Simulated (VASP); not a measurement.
VASP runs on CdS (wurtzite) share one base input (PBE GGA, plane waves, VASP's PBE PAW potentials (set 64)) and change the settings named in each case.

POSCAR:
```
CdS
1
    2.1114000000    -3.6570520000     0.0000000000
    2.1114000000     3.6570520000     0.0000000000
    0.0000000000     0.0000000000     6.8544000000
Cd S
2 2
Direct
  0.6666670000   0.3333330000   0.5000000000
  0.3333330000   0.6666670000   0.0000000000
  0.6666670000   0.3333330000   0.8770000000
  0.3333330000   0.6666670000   0.3770000000
```

INCAR:
```
ISIF = 2
GGA = PE   # PBE
EDIFF = 1E-6   # SCF stop (eV)
ISMEAR = 0
LCHARG = .FALSE.
ENCUT = 400   # plane-wave cut-off (eV)
NELM = 100   # most electronic steps
LASPH = .TRUE.   # aspherical one-centre terms
LWAVE = .FALSE.
SIGMA = 0.05
SYSTEM = CdS
ALGO = Normal
LMAXMIX = 4
LREAL = .FALSE.   # projection in real space or not
PREC = Accurate
```

KPOINTS:
```
Regular mesh
0
gamma
  6 6 3
```

POTCAR, in this order: Cd S (PBE.64 set). Program: vasp_std.

```tsv
change	pressure (GPa)	electronic steps
base run	-0.95	15
EDIFF = 1E-2	…	9
EDIFF = 1E-3	-0.96	10
EDIFF = 1E-4	-0.97	12
EDIFF = 1E-5	-0.94	13
EDIFF = 1E-8	-0.95	20
```

Task: What belongs in the gaps?

Result: 
- EDIFF = 1E-2, pressure (GPa): -0.41

Left out are runs that ran out of time, are held back, or changed the cell or the kind of run, fixed moments of cells without a moment, rows past the twelfth, gaps on odd meshes, pressures of charged cells and columns that move by less than the noise.

The compound is CdS in the wurtzite structure. The cell was not relaxed at this level.
